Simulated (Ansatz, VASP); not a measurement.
## One calculation of MgIn2N2, two programs

The input INCAR:

```
PREC     = Accurate       # precision mode
ENCUT    = 520            # plane-wave cutoff, eV
EDIFF    = 1E-6           # SCF threshold, eV
ISMEAR   = 0              # smearing method
SIGMA    = 0.1            # smearing width, eV
LREAL    = F              # projectors in reciprocal space
LASPH    = T              # aspherical terms in the spheres
NELM     = 100            # most SCF steps
ALGO     = Fast           # electronic algorithm
ISIF     = 2              # what is computed and relaxed
LWAVE    = F              # write WAVECAR
LCHARG   = F              # write CHGCAR
GGA      = PE             # functional
NBANDS   = 27             # bands
```

KPOINTS

```
regular mesh
0
Gamma
  6 6 6
```

The input POSCAR:

```
MgIn2N2
1.0
    1.6701479908      0.9642603921      7.7724938132
   -1.6701479908      0.9642603921      7.7724938132
    0.0000000000     -1.9285207842      7.7724938132
Mg In N
1 2 2
Direct
    0.0000000000      0.0000000000      0.0000000000
    0.4390066700      0.4390066700      0.4390066700
    0.5609933300      0.5609933300      0.5609933300
    0.2772766700      0.2772766700      0.2772766700
    0.7227233300      0.7227233300      0.7227233300
```

Input for Ansatz:

```yaml
crystal:
  lattice:
    - [1.6701479908, 0.9642603921, 7.7724938132]
    - [-1.6701479908, 0.9642603921, 7.7724938132]
    - [0.0, -1.9285207842, 7.7724938132]
  atoms:
    - { symbol: Mg, position: [0.0, 0.0, 0.0] }
    - { symbol: In, position: [0.43900667, 0.43900667, 0.43900667] }
    - { symbol: In, position: [0.56099333, 0.56099333, 0.56099333] }
    - { symbol: "N", position: [0.27727667, 0.27727667, 0.27727667] }
    - { symbol: "N", position: [0.72272333, 0.72272333, 0.72272333] }
basis:
  ecutwfc: 420
kpoints:
  mp_grid: { grid: [6, 6, 6] }
hamiltonian:
  xc: pbe
scf:
  occupations: { method: gaussian, width: 0.1 }
output:
  forces: true
  stress: true
  eigenvalues: true
```

The cell comes from a database or a generator and needn't be the stable form of this composition.

Alike in both runs: task single point; functional PBE; k mesh 6 × 6 × 6; occupations gaussian, width 0.1 eV; no spin polarisation.

|  | VASP | Ansatz |
| --- | --- | --- |
| version | VASP 6.6.1 | Ansatz 0.2.0 |
| potentials or method | VASP PAW PBE potentials, release 64 (Mg, In_d, N) | scalar-relativistic, plane waves, PAW |
| plane-wave cutoff (eV) | 520 | 420 |
| valence electrons in the cell | 38 | 46 |

|  | VASP | Ansatz | Ansatz less VASP |
| --- | --- | --- | --- |
| gap on the k mesh at the Fermi level (eV) | 0.14 | 0.15 | +0.007 |
| least direct gap on the mesh (eV) | 0.14 | 0.15 | +0.008 |
| pressure (GPa) | -0.3 | -0.3 | +0.07 |
| largest component of the traceless stress (GPa) | 0.06 | 0.01 | -0.053 |
| rms of the force components (eV/Å) | 0.004 | 0.015 | +0.0113 |

Atom by atom the forces differ by 0.013 eV/Å (rms over components). The two sets of potentials don't hold the same shells in valence.

Caveats: spin-orbit coupling is left out, which moves the levels of the heavy elements. PBE gaps usually lie below the measured ones, often by a third to a half. A k mesh can miss the band edges.
